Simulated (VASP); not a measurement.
Level of theory: optB86b-vdW, VASP's PBE PAW potentials (set 64) (plane waves; VASP 6.6.1).

A VASP calculation is set up with these files.

**INCAR**
```
LREAL=.FALSE.
ISIF=2   ! forces and stress, cell fixed
ISMEAR=0   ! Gaussian
GGA=MK
SYSTEM=PbSe
EDIFF=1E-7
LMAXMIX=4   ! l cut-off of mixed one-centre charges
LUSE_VDW=.TRUE.
PARAM1=0.1234
LCHARG=.FALSE.
ENCUT=520   ! plane-wave cut-off (eV)
AGGAC=0.0
PREC=Accurate
LWAVE=.FALSE.
ALGO=Normal   ! blocked Davidson
NELM=100   ! most electronic steps
PARAM2=1.0
SIGMA=0.05   ! width (eV)
LASPH=.TRUE.
```

POSCAR:
```
PbSe
1
    0.0000000000     3.0158399657     3.0158399657
    3.0158399657     0.0000000000     3.0158399657
    3.0158399657     3.0158399657     0.0000000000
Pb Se
1 1
Direct
  0.0000000000   0.0000000000   0.0000000000
  0.5000000000   0.5000000000   0.5000000000
```

KPOINTS:
```
Automatic mesh
0
Gamma
8 8 8
```

POTCAR, in this order: Pb_d Se (PBE.64 set). Program: vasp_std.

Unless said otherwise, spin-orbit coupling is left out, though it shifts the bands of the heavy elements here.

**Question.** What does the run give for the energy per atom (σ→0), pressure, band gap (on the k-mesh)?

**Answer.** 
```yaml
energy per atom (σ→0): -1761 meV/atom
band gap (on the k-mesh): 0.13 eV
pressure: 3.69 GPa
```

### OSZICAR
```
...
DAV:   8    -0.352237699966E+01   -0.30306E-02   -0.12025E-02   914   0.150E+00    0.129E-01
DAV:   9    -0.352203949609E+01    0.33750E-03   -0.23041E-03  1296   0.596E-01    0.462E-02
DAV:  10    -0.352209357234E+01   -0.54076E-04   -0.18236E-04   866   0.105E-01    0.186E-02
DAV:  11    -0.352209926874E+01   -0.56964E-05   -0.68122E-05  1032   0.989E-02    0.669E-03
DAV:  12    -0.352209933171E+01   -0.62965E-07   -0.41996E-06   950   0.169E-02    0.291E-03
DAV:  13    -0.352209922873E+01    0.10297E-06   -0.42991E-07   980   0.647E-03    0.966E-04
DAV:  14    -0.352209930168E+01   -0.72949E-07   -0.64180E-08   532   0.241E-03
   1 F= -.35220993E+01 E0= -.35220634E+01  d E =-.718305E-04
```

The compound is PbSe in the rock salt structure. This cell is one point of a volume scan, at 0.94 of the reference volume.
